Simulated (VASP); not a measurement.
Input:

```xyz
6
Lattice="1.6078 -2.7848 0.0000 1.6078 2.7848 0.0000 0.0000 0.0000 12.6590" Properties=species:S:1:pos:R:3 pbc="T T T"
W      1.6078     0.9283     3.1648
W      1.6078    -0.9283     9.4943
S      1.6078     0.9283    11.0514
S      1.6078    -0.9283     4.7219
S      1.6078    -0.9283     1.6076
S      1.6078     0.9283     7.9371
```

Level of theory: vdW-DF2, VASP's PBE PAW potentials (set 64) (plane waves; VASP 6.6.1). Numerical set-up: 520 eV cut-off, 8×8×2 Γ-centred mesh, Gaussian smearing of 0.050 eV, potentials W_sv S.

Task: The ions and cell shape at fixed volume are relaxed. Which structure does the run end with?

Result: 
```xyz
6
Lattice="1.6268 -2.8176 0.0000 1.6268 2.8176 0.0000 0.0000 0.0000 12.3657" Properties=species:S:1:pos:R:3 pbc="T T T"
W      1.6268     0.9392     3.0914
W      1.6268    -0.9392     9.2743
S      1.6268     0.9392    10.8651
S      1.6268    -0.9392     4.6822
S      1.6268    -0.9392     1.5006
S      1.6268     0.9392     7.6835
```
Space group P6_3/mmc (194), at a tolerance of 0.03 Å.

Task: How much energy does the relaxation gain?

Result: The energy (σ→0) changes by -22.0 meV/atom, in 8 ionic steps.

The compound is WS2 in the 2H layered structure. This cell is one point of a volume scan, at 0.94 of the reference volume. Symmetry was kept, so distortions that lower it aren't found.
